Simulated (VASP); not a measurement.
Computed with SCAN meta-GGA, VASP's PBE PAW potentials (set 64) (plane waves; VASP).

VASP ran on this input.

### KPOINTS
```
kpoints
0
Gamma
6 6 4
0 0 0
```

**POSCAR**
```
CdS
1
    2.0582036507    -3.5649131232     0.0000000000
    2.0582036507     3.5649131232     0.0000000000
    0.0000000000     0.0000000000     6.6848483689
Cd S
2 2
Direct
  0.6666670000   0.3333330000   0.4999629624
  0.3333330000   0.6666670000   0.9999629624
  0.6666670000   0.3333330000   0.8770370376
  0.3333330000   0.6666670000   0.3770370376
```

INCAR:
```
# general
SYSTEM   =  CdS
PREC     =  Accurate
ENCUT    =  520   # plane-wave cut-off (eV)
LREAL    =  .FALSE.
LASPH    =  .TRUE.   # aspherical one-centre terms

# electronic loop
EDIFF    =  1E-7   # SCF stop (eV)
NELM     =  100   # most electronic steps
ALGO     =  Normal   # blocked Davidson
LMAXMIX  =  4   # l cut-off of mixed one-centre charges
LMIXTAU  =  .TRUE.

# smearing
ISMEAR   =  0   # Gaussian
SIGMA    =  0.05   # width (eV)

# functional
METAGGA  =  SCAN

# ions
IBRION   =  2
NSW      =  30
ISIF     =  4
EDIFFG   =  -0.01   # ionic stop

# output
LWAVE    =  .FALSE.
LCHARG   =  .FALSE.
```

POTCAR, in this order: Cd S (PBE.64 set). Program: vasp_std.

The resulting files:

### OSZICAR
```
       N       E                     dE             d eps       ncg     rms          rms(c)
DAV:   1     0.179616409785E+03    0.17962E+03   -0.18264E+04   924   0.154E+03
DAV:   2    -0.789571852501E+02   -0.25857E+03   -0.25239E+03  1020   0.370E+02
DAV:   3    -0.936031306700E+02   -0.14646E+02   -0.14574E+02  1104   0.885E+01
DAV:   4    -0.937644769937E+02   -0.16135E+00   -0.16124E+00  1056   0.929E+00
DAV:   5    -0.937670278388E+02   -0.25508E-02   -0.25506E-02  1134   0.113E+00    0.117E+01
DAV:   6    -0.864719071464E+02    0.72951E+01   -0.10273E+01  1050   0.480E+01    0.131E+01
DAV:   7    -0.842229293589E+02    0.22490E+01   -0.10519E+00   942   0.112E+01    0.924E+00
DAV:   8    -0.836257278503E+02    0.59720E+00   -0.26663E-01   924   0.548E+00    0.189E+00
DAV:   9    -0.827479613948E+02    0.87777E+00   -0.56069E-01   924   0.695E+00    0.111E+00
DAV:  10    -0.827225248656E+02    0.25437E-01   -0.19345E-02  1116   0.110E+00    0.133E+00
DAV:  11    -0.827352337425E+02   -0.12709E-01   -0.45844E-03   942   0.754E-01    0.167E+00
DAV:  12    -0.830675810832E+02   -0.33235E+00   -0.16457E-01   936   0.385E+00    0.128E+00
DAV:  13    -0.830607001682E+02    0.68809E-02   -0.63722E-02  1010   0.224E+00    0.123E+00
DAV:  14    -0.830716835796E+02   -0.10983E-01   -0.10102E-02   936   0.118E+00    0.572E-01
DAV:  15    -0.830769745888E+02   -0.52910E-02   -0.40312E-03   942   0.591E-01    0.510E-01
DAV:  16    -0.830594624806E+02    0.17512E-01   -0.74348E-03   924   0.875E-01    0.218E-01
DAV:  17    -0.830756795054E+02   -0.16217E-01   -0.52449E-03   924   0.822E-01    0.155E-01
DAV:  18    -0.830770640177E+02   -0.13845E-02   -0.12230E-03   948   0.331E-01    0.168E-01
DAV:  19    -0.830771108041E+02   -0.46786E-04   -0.11243E-04   978   0.121E-01    0.116E-01
DAV:  20    -0.830770892099E+02    0.21594E-04   -0.51267E-05  1026   0.702E-02    0.599E-02
DAV:  21    -0.830770715571E+02    0.17653E-04   -0.10848E-05  1008   0.340E-02    0.303E-02
DAV:  22    -0.830770417996E+02    0.29758E-04   -0.55508E-06   948   0.309E-02    0.122E-02
DAV:  23    -0.830770224795E+02    0.19320E-04   -0.20138E-06  1038   0.143E-02    0.110E-02
DAV:  24    -0.830770095929E+02    0.12887E-04   -0.13776E-06   948   0.121E-02    0.150E-02
DAV:  25    -0.830770088416E+02    0.75121E-06   -0.15294E-06   930   0.118E-02    0.904E-03
DAV:  26    -0.830770104246E+02   -0.15830E-05   -0.78759E-07   948   0.954E-03    0.536E-03
DAV:  27    -0.830770133604E+02   -0.29357E-05   -0.25291E-07   780   0.461E-03    0.211E-03
DAV:  28    -0.830770140432E+02   -0.68284E-06   -0.94880E-08   588   0.222E-03    0.647E-04
DAV:  29    -0.830770150431E+02   -0.99986E-06   -0.33262E-08   492   0.206E-03    0.327E-04
DAV:  30    -0.830770149913E+02    0.51774E-07   -0.25163E-09   498   0.514E-04
   1 F= -.83077015E+02 E0= -.83077015E+02  d E =-.830770E+02
```

**OUTCAR**
```
------------------------ aborting loop because EDIFF is reached ----------------------------------------
  FORCE on cell =-STRESS in cart. coord.  units (eV):
  Direction    XX          YY          ZZ          XY          YZ          ZX
  --------------------------------------------------------------------------------------
  Total        1.2039587      1.2039586      1.2184608      0.0000000      0.0000000      0.0000000
  in kB       19.6636139     19.6636120     19.9004685      0.0000000      0.0000000      0.0000000
  external PRESSURE =      19.7425648 kB  Pullay stress =       0.0000000 kB
  volume of cell :       98.10
      direct lattice vectors                 reciprocal lattice vectors
     2.058203651 -3.564913123  0.000000000     0.242930285 -0.140255872  0.000000000
     2.058203651  3.564913123  0.000000000     0.242930285  0.140255872  0.000000000
     0.000000000  0.000000000  6.684848369     0.000000000  0.000000000  0.149592024
  FREE ENERGIE OF THE ION-ELECTRON SYSTEM (eV)
  ---------------------------------------------------
  free  energy   TOTEN  =       -83.0770149913 eV

  energy  without entropy=      -83.0770149913  energy(sigma->0) =      -83.07701499

 reached required accuracy - stopping structural energy minimisation
```
(Selected blocks of OUTCAR.)

The compound is CdS in the wurtzite structure. This cell is one point of a volume scan, at 0.97 of the reference volume.
